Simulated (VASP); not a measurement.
Here is the system:

```yaml
crystal:
  lattice:
    - [0.00000, 2.67736, 2.67736]
    - [2.67736, 0.00000, 2.67736]
    - [2.67736, 2.67736, 0.00000]
  atoms:
    - { symbol: Ag, position: [0.00000, 0.00000, 0.00000] }
    - { symbol: Cl, position: [0.50000, 0.50000, 0.50000] }
```

Method: LDA (Ceperley-Alder, Perdew-Zunger), VASP's LDA PAW potentials (set 64) (plane waves; VASP). Run with 520 eV cut-off, 10×10×10 Γ-centred mesh, tetrahedra with Blöchl corrections, potentials Ag Cl.

Task: The job: AgCl (rock salt), 2 atoms, LDA, static run, 520 eV, 10×10×10 Γ-centred mesh. Roughly how much core time does it take on a busy server core?

Result: About 10 core-seconds (one run on a shared machine, a rough figure). It had 47 irreducible k-points, 13 bands, up to 1056 plane waves and 13 electronic steps.

The compound is AgCl in the rock salt structure. It was relaxed first, which changed the volume by -10 %.
